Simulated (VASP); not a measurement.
Level of theory: PBE GGA, VASP's PBE PAW potentials (set 64) (plane waves; VASP 6.6.1).

VASP ran on this input.

### POSCAR
```
Ti
1.0
  1.5174530000  -2.6045350000   0.0000000000
  1.5174530000   2.6045350000   0.0000000000
  0.0000000000   0.0000000000   4.5527490000
Ti
2
Cartesian
  1.5174530000   0.8681800697   1.1381872500
  1.5385425618  -0.8681800697   3.4145617500
```

### INCAR
```
SYSTEM = Ti
PREC = Accurate; ENCUT = 400; LREAL = .False.
LASPH = .True.
EDIFF = 1E-6; NELM = 100; ALGO = Normal
LMAXMIX = 4
ISMEAR = 0; SIGMA = 0.2
GGA = PE
ISIF = 2
LWAVE = .False.; LCHARG = .False.
```

KPOINTS:
```
Automatic mesh
0
Gamma
12 12 7
0 0 0
```

POTCAR, in this order: Ti_sv (PBE.64 set). Program: vasp_std.

The run wrote:

File OSZICAR:
```
       N       E                     dE             d eps       ncg     rms          rms(c)
DAV:   1     0.226969092518E+03    0.22697E+03   -0.11953E+04  9496   0.158E+03
DAV:   2     0.931790811320E+01   -0.21765E+03   -0.21636E+03  9920   0.453E+02
DAV:   3    -0.167404089344E+02   -0.26058E+02   -0.25877E+02 18624   0.129E+02
DAV:   4    -0.177892365407E+02   -0.10488E+01   -0.10486E+01  9712   0.267E+01
DAV:   5    -0.178463559919E+02   -0.57119E-01   -0.57117E-01 15744   0.436E+00    0.115E+01
DAV:   6    -0.156455460685E+02    0.22008E+01   -0.86478E+00 11384   0.334E+01    0.281E+00
DAV:   7    -0.156316437890E+02    0.13902E-01   -0.74614E-01 14280   0.713E+00    0.199E+00
DAV:   8    -0.156525439400E+02   -0.20900E-01   -0.20321E-01 11240   0.608E+00    0.697E-01
DAV:   9    -0.156431457741E+02    0.93982E-02   -0.54251E-02 11752   0.261E+00    0.443E-02
DAV:  10    -0.156432852863E+02   -0.13951E-03   -0.17090E-03 14928   0.326E-01    0.728E-02
DAV:  11    -0.156433379724E+02   -0.52686E-04   -0.14703E-04 11048   0.102E-01    0.190E-02
DAV:  12    -0.156433288283E+02    0.91441E-05   -0.35310E-05 13920   0.375E-02    0.611E-03
DAV:  13    -0.156433297006E+02   -0.87231E-06   -0.70562E-07  7192   0.850E-03
   1 F= -.15643330E+02 E0= -.15620372E+02  d E =-.459163E-01
```

### OUTCAR
```
------------------------ aborting loop because EDIFF is reached ----------------------------------------
  FORCE on cell =-STRESS in cart. coord.  units (eV):
  Direction    XX          YY          ZZ          XY          YZ          ZX
  --------------------------------------------------------------------------------------
  Total       -1.4258007     -1.2336988     -0.2107984     -0.0669877      0.0000000      0.0000000
  in kB      -63.4775663    -54.9250628     -9.3848815     -2.9823344      0.0000000      0.0000000
  external PRESSURE =     -42.5958369 kB  Pullay stress =       0.0000000 kB
  volume of cell :       35.99
      direct lattice vectors                 reciprocal lattice vectors
     1.517453000 -2.604535000  0.000000000     0.329499497 -0.191972847  0.000000000
     1.517453000  2.604535000  0.000000000     0.329499497  0.191972847  0.000000000
     0.000000000  0.000000000  4.552749000     0.000000000  0.000000000  0.219647514
 POSITION                                       TOTAL-FORCE (eV/Angst)
 -----------------------------------------------------------------------------------
      1.51745      0.86818      1.13819         0.033675      0.029825      0.000000
      1.53854     -0.86818      3.41456        -0.033675     -0.029825     -0.000000
 -----------------------------------------------------------------------------------
    total drift:                               -0.000024     -0.000040     -0.000000
  FREE ENERGIE OF THE ION-ELECTRON SYSTEM (eV)
  ---------------------------------------------------
  free  energy   TOTEN  =       -15.6433297006 eV

  energy  without entropy=      -15.5974133701  energy(sigma->0) =      -15.62037154
```
(Selected blocks of OUTCAR.)

The compound is Ti in the hcp structure. The cell was not relaxed at this level, atoms are displaced from their ideal sites. The run is one of a series of settings (ISMEAR = 0, SIGMA = 0.2 against the base run), some of them coarse on purpose.
